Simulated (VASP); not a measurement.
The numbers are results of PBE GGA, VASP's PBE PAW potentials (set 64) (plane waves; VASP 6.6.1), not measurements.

VASP ran on this input.

POSCAR:
```
TiSi
1
    3.0863580000     0.0000000000     0.0000000000
    0.0000000000     3.0863580000     0.0000000000
    0.0000000000     0.0000000000     3.0863580000
Ti Si
1 1
Direct
 -0.0027830000   0.0050900000  -0.0083570000
  0.5027830000   0.4949100000   0.5083570000
```

KPOINTS:
```
Automatic mesh
0
Gamma
6 6 6
0 0 0
```

### INCAR
```
SYSTEM  =  TiSi
PREC  =  Accurate; ENCUT  =  300; LREAL  =  F
LASPH  =  T
EDIFF  =  1E-6; NELM  =  100; ALGO  =  Normal
LMAXMIX  =  4
ISMEAR  =  0; SIGMA  =  0.136
GGA  =  PE
ISIF  =  2
LWAVE  =  F; LCHARG  =  F
```

POTCAR, in this order: Ti_sv Si (PBE.64 set). Program: vasp_std.

At this cut-off the stress carries a Pulay error, which pulls relaxed volumes low.

Question: What does the run give for the energy per atom (σ→0), pressure, largest force, band gap (on the k-mesh)?

Answer: 
```
Property                                                    Result
------------------------  ----------------------------------------
energy per atom (σ→0)                               -6.894 eV/atom
band gap (on the k-mesh)  none (metal, semimetal or under 0.01 eV)
pressure                                                  4.10 GPa
largest force                                           0.317 eV/Å
```

OSZICAR:
```
...
DAV:   8    -0.138191606672E+02   -0.80704E-03   -0.27412E-01  3208   0.580E+00    0.133E+00
DAV:   9    -0.137998569816E+02    0.19304E-01   -0.76918E-02  3196   0.342E+00    0.301E-01
DAV:  10    -0.138002244998E+02   -0.36752E-03   -0.27744E-03  3220   0.541E-01    0.189E-01
DAV:  11    -0.138000842004E+02    0.14030E-03   -0.50249E-04  3140   0.276E-01    0.227E-02
DAV:  12    -0.138000784082E+02    0.57922E-05   -0.22178E-05  3428   0.508E-02    0.693E-03
DAV:  13    -0.138000772012E+02    0.12070E-05   -0.30922E-06  3160   0.168E-02    0.207E-03
DAV:  14    -0.138000770664E+02    0.13487E-06   -0.12052E-07  1536   0.336E-03
   1 F= -.13800077E+02 E0= -.13788361E+02  d E =-.234314E-01
```

The structure was generated: TiSi was put into an ordered model structure, which need not be its known phase. The cell was not relaxed at this level, atoms are displaced from their ideal sites. The k-mesh is coarse (spacing up to 0.34 per Å, 2π included), so the numbers may not be converged in it.
